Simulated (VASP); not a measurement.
A calculation with VASP 6.6.1 of Zr2Zn2N3 (native input, structure from a POSCAR):

The input INCAR:

```
PREC     = Accurate       # precision mode
ENCUT    = 520            # plane-wave cutoff, eV
EDIFF    = 1E-6           # SCF threshold, eV
ISMEAR   = 0              # smearing method
SIGMA    = 0.1            # smearing width, eV
LREAL    = False          # projectors in reciprocal space
LASPH    = True           # aspherical terms in the spheres
NELM     = 60             # most SCF steps
ALGO     = Fast           # electronic algorithm
ISIF     = 2              # what is computed and relaxed
LWAVE    = False          # write WAVECAR
LCHARG   = False          # write CHGCAR
GGA      = PE             # functional
NBANDS   = 40             # bands
```

KPOINTS

```
regular mesh
0
Gamma
  10 10 3
```

File POSCAR:

```
Zr2Zn2N3
3.2204
    1.000002175817      0.000000000000      0.000000000000
   -0.500001087908      0.866027288101      0.000000000000
    0.000000000000      0.000000000000      3.191707862377
Zr Zn N
2 2 3
Direct
    0.3333333333      0.6666666667      0.1350020000
    0.6666666667      0.3333333333      0.8649980000
    0.6666666667      0.3333333333      0.5921750000
    0.3333333333      0.6666666667      0.4078250000
    0.0000000000      0.0000000000      0.0000000000
    0.6666666667      0.3333333333      0.2518160000
    0.3333333333      0.6666666667      0.7481840000
```

Potentials or basis: VASP PAW PBE potentials, release 64 (Zr_sv, Zn, N).

Launch:

```console
$ cat potpaw_PBE.64/Zr_sv/POTCAR potpaw_PBE.64/Zn/POTCAR potpaw_PBE.64/N/POTCAR > POTCAR
$ mpirun -np 1 vasp_std > vasp.out
```

The cell comes from a database or a generator and needn't be the stable form of this composition.

**Question.** Write the same calculation in another form: ASE script, structure from a POSCAR.

**Answer.** As run:

File run.py:

```python
from ase.calculators.vasp import Vasp
from ase.dft.bandgap import bandgap
from ase.io import read

atoms = read('POSCAR')
calc = Vasp(
    directory='calc',
    xc='pbe',
    pp='PBE',
    setups='materialsproject',
    prec='Accurate',
    encut=520,
    ediff=1e-06,
    ismear=0,
    sigma=0.1,
    lreal=False,
    lasph=True,
    nelm=80,
    algo='Normal',
    isif=2,
    lwave=False,
    lcharg=False,
    kpts=[10, 10, 3],
    gamma=True,
    nbands=40,
)
atoms.calc = calc

print('energy (eV):', atoms.get_potential_energy())
print('free energy (eV):', atoms.get_potential_energy(force_consistent=True))
print('forces (eV/A):')
print(atoms.get_forces())
print('stress (eV/A^3, Voigt):', atoms.get_stress())
print('Fermi level (eV):', calc.get_fermi_level())
gap, top, bottom = bandgap(calc)
print('band gap (eV):', gap, 'from (spin, k, band)', top, 'to', bottom)
```

File POSCAR:

```
Zr2Zn2N3
1.0
    3.2204070070      0.0000000000      0.0000000000
   -1.6102035035      2.7889542786      0.0000000000
    0.0000000000      0.0000000000     10.2785760000
Zr Zn N
2 2 3
Direct
    0.3333333333      0.6666666667      0.1350020000
    0.6666666667      0.3333333333      0.8649980000
    0.6666666667      0.3333333333      0.5921750000
    0.3333333333      0.6666666667      0.4078250000
    0.0000000000      0.0000000000      0.0000000000
    0.6666666667      0.3333333333      0.2518160000
    0.3333333333      0.6666666667      0.7481840000
```

Potentials or basis: VASP PAW PBE potentials, release 64 (Zr_sv, Zn, N).

Run with:

```bash
$ python run.py
```

Both were run:

|  | native input, structure from a POSCAR | ASE script, structure from a POSCAR |
| --- | --- | --- |
| Pressure | -2.3 GPa | -2.3 GPa |
| Largest force | 0.192 eV/Å | 0.193 eV/Å |
| Band gap on the k mesh | none (metal or under the smearing width) | none (metal or under the smearing width) |

Keys that steer only the numerical path or the files written may differ.
